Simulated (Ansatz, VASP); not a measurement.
CuGe: VASP beside Ansatz

```
CELL_PARAMETERS angstrom
2.81525 0.00000 0.00000
0.00000 2.81525 0.00000
0.00000 0.00000 3.80503
ATOMIC_POSITIONS crystal
Cu 0.50000 0.50000 0.50000
Ge 0.00000 0.00000 0.00000
```

Alike in both runs: functional PBE; k mesh 6 × 6 × 6; occupations gaussian, width 0.1 eV; no spin polarisation.

Ansatz relaxed the structure, and its values are those at the end. VASP's run is a single point on that final structure, the one shown.

```csv
,VASP,Ansatz
version,VASP 6.6.1,Ansatz 0.2.0
potentials or method,"VASP PAW PBE potentials, release 64 (Cu, Ge_d)","scalar-relativistic, plane waves, PAW"
plane-wave cutoff (eV),520,420
valence electrons in the cell,25,33
```

Ansatz gave:

| Item | Value |
| --- | --- |
| gap on the k mesh at the Fermi level (eV) | none |
| pressure (GPa) | -0.1 |

Estimate VASP's values.

gap on the k mesh at the Fermi level (eV): none; pressure (GPa): 0.0.

A gap of «none» marks a metal or a gap that the smearing closes. With one functional, cell and mesh, what is left measures potentials, basis and numerics. The two sets of potentials don't hold the same shells in valence.

Caveats: the k mesh is coarse (spacing up to 0.37 Å⁻¹), so the values aren't converged.
